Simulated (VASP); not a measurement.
Input:

```
CELL_PARAMETERS angstrom
      2.09575    -5.17623     0.00000
      2.09575     5.17623     0.00000
      0.00000     0.00000     3.76331
ATOMIC_POSITIONS crystal
  Ho 0.14077 0.85923 0.25000
  Ho 0.85923 0.14077 0.75000
  Si 0.42313 0.57687 0.25000
  Si 0.57687 0.42313 0.75000
```

These are PBEsol GGA, VASP's PBE PAW potentials (set 64) (plane waves; VASP) values and carry that method's errors. Run with 480 eV cut-off, 8×8×8 Γ-centred mesh, first-order Methfessel-Paxton smearing of 0.10 eV, potentials Ho_3 Si.

The 4f electrons are frozen in the core of the lanthanide potential, so 4f levels, which can set the real gap, and their magnetism are missing.

Task: What does the run give for the energy per atom (σ→0), band gap (on the k-mesh) with the smallest direct gap where there is one?

Result: 
```json
{
 "band gap (on the k-mesh)": "none (metal, semimetal or under 0.01 eV)",
 "energy per atom (σ→0)": "-6.245 eV/atom"
}
```

The structure comes from a computed database's HoSi entry (Cmcm); how it stands against other phases isn't given here. It was relaxed first under an external pressure of 1 GPa.
